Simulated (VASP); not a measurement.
Here is a VASP 6.6.1 calculation.

INCAR

```
SYSTEM = C18Se
ALGO = Fast
EDIFF = 1E-6
ENCUT = 520
GGA = PS
ISIF = 2
ISMEAR = -1
LASPH = .True.
LCHARG = .False.
LREAL = Auto
LWAVE = .False.
NBANDS = 54
NELM = 100
PREC = Accurate
SIGMA = 0.05
```

The input KPOINTS:

```
k-points
0
Gamma
  2 2 1
  0 0 0
```

File POSCAR:

```
C18Se
1.0
    7.3980000000      0.0000000000      0.0000000000
   -3.6990000000      6.4068560000      0.0000000000
    0.0000000000      0.0000000000     12.0000000000
C Se
18 1
Direct
    0.0044638707      0.0041118452      0.0775600833
    0.2252299435      0.1144488030      0.0752319167
    0.0046082362      0.3370715683      0.0792963333
    0.2262332588      0.4453886586      0.0843997500
    0.0046145246      0.6712420257      0.0797189167
    0.2262802874      0.7845097502      0.0850495833
    0.3362712189      0.0026897748      0.0777660000
    0.5615967294      0.1156927829      0.0766765000
    0.3362638814      0.3372268707      0.0772430000
    0.5615704681      0.4495559132      0.0764065000
    0.3360813606      0.6697380119      0.1023775833
    0.5651635296      0.7844516874      0.0999890000
    0.6728844385      0.0089373009      0.0811194167
    0.8942698798      0.1168893136      0.0773722500
    0.6727342460      0.3382484326      0.0752089167
    0.8932854398      0.4485073490      0.0792473333
    0.6728793212      0.6676037357      0.0811099167
    0.8943169894      0.7811308698      0.0776515833
    0.4815358067      0.7401959713      0.2665749167
```

Potentials or basis: VASP PAW PBE potentials, release 64 (C, Se).

Launch:

```console
$ cat potpaw_PBE.64/C/POTCAR potpaw_PBE.64/Se/POTCAR > POTCAR
$ mpirun -np 1 vasp_std > vasp.out
```

**Question.** Predict the band gap on the k mesh.

**Answer.** 0.26 eV, direct.

**Question.** Predict the largest force.

**Answer.** 0.383 eV/Å.

Forces on the atoms (eV/Å):
```
C    0.022  0.012  0.004
C    0.018  0.012 -0.006
C    0.017  0.012  0.005
C    0.030  0.020  0.034
C    0.028  0.021 -0.003
C    0.030  0.000  0.023
C    0.020  0.009 -0.008
C    0.022  0.001 -0.023
C    0.015  0.000 -0.008
C    0.014  0.016 -0.018
C    0.000  0.016  0.079
C    0.041 -0.008  0.005
C    0.006  0.011 -0.011
C    0.014  0.003 -0.009
C    0.024  0.000 -0.027
C    0.023  0.008  0.004
C    0.018  0.023 -0.036
C    0.010 -0.007 -0.016
Se  -0.353 -0.148  0.011
```

Caveat: the k mesh is coarse (spacing up to 0.49 Å⁻¹), so the values aren't converged; the PAW data sets were made with another functional, which shifts forces and pressure a little. PBEsol gaps usually lie below the measured ones, often by a third to a half.
